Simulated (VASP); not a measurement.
OSZICAR of a VASP run on Er (hcp):

**OSZICAR**
```
       N       E                     dE             d eps       ncg     rms          rms(c)
DAV:   1     0.398313461950E+02    0.39831E+02   -0.78706E+03  2256   0.118E+03
DAV:   2    -0.676146316217E+01   -0.46593E+02   -0.45517E+02  2170   0.484E+02
DAV:   3    -0.885455019363E+01   -0.20931E+01   -0.19678E+01  2262   0.545E+01
DAV:   4    -0.894521371112E+01   -0.90664E-01   -0.83815E-01  2333   0.104E+01
DAV:   5    -0.894872752678E+01   -0.35138E-02   -0.34634E-02  2221   0.179E+00    0.250E+01
DAV:   6    -0.894576964087E+01    0.29579E-02   -0.30254E-02  2190   0.340E+00    0.149E+01
DAV:   7    -0.895647603376E+01   -0.10706E-01   -0.52067E-02  2130   0.439E+00    0.365E-01
DAV:   8    -0.895627673827E+01    0.19930E-03   -0.33732E-03  2138   0.792E-01    0.900E-02
DAV:   9    -0.895628489035E+01   -0.81521E-05   -0.20294E-04  2218   0.194E-01    0.323E-02
DAV:  10    -0.895627827755E+01    0.66128E-05   -0.27182E-05  2216   0.664E-02    0.393E-02
DAV:  11    -0.895627913878E+01   -0.86123E-06   -0.15231E-06  1403   0.184E-02
   1 F= -.89562791E+01 E0= -.89552288E+01  d E =-.315112E-02
```

Question: Which electronic solver shows in the log?

Answer: It is blocked Davidson (ALGO = Normal, or the opening steps of other solvers). The INCAR had ALGO = Normal.

Question: Can the final energy be trusted as converged?

Answer: The run converged. It stopped with EDIFF = 1E-6, NELM = 100 (PBE GGA, plane waves, VASP's PBE PAW potentials (set 64)). The 4f electrons are frozen in the core of the lanthanide potential, so 4f levels, which can set the real gap, and their magnetism are missing.

The compound is Er in the hcp structure. The cell was not relaxed at this level, atoms are displaced from their ideal sites. The run is one of a series of settings (KGAMMA = .FALSE., KSPACING = 0.3, KPOINTS file removed against the base run), some of them coarse on purpose.
